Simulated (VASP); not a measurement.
Energy against volume of CsSnI3 (cubic perovskite). Calculation: PBE GGA with D3 dispersion (Becke-Johnson damping), VASP's PBE PAW potentials (set 64) (plane waves; VASP). Settings: 520 eV cut-off, 4×4×4 Γ-centred mesh, Gaussian smearing of 0.050 eV, potentials Cs_sv Sn_d I.

```json
[
 {"V (Å³/atom)": "44.822", "E (eV/atom)": "-3.02931"},
 {"V (Å³/atom)": "46.252", "E (eV/atom)": "-3.03749"},
 {"V (Å³/atom)": "47.683", "E (eV/atom)": "-3.04017"},
 {"V (Å³/atom)": "49.113", "E (eV/atom)": "-3.03807"}
]
```

Task: Fit these four points and predict the energy of the run at 50.544 Å³/atom.

Result: A cubic in V^(−2/3), the third-order Birch-Murnaghan form, passes through the four points with V0 = 47.74 Å³/atom and B0 = 18 GPa, and gives -3.0318 eV/atom there. The run gave -3.0319 eV/atom, -0.1 meV/atom from the fit; all five points give B0 = 18 GPa.

The compound is CsSnI3 in the cubic perovskite structure, the ideal cubic form; the compound distorts at low or room temperature. It was relaxed first.
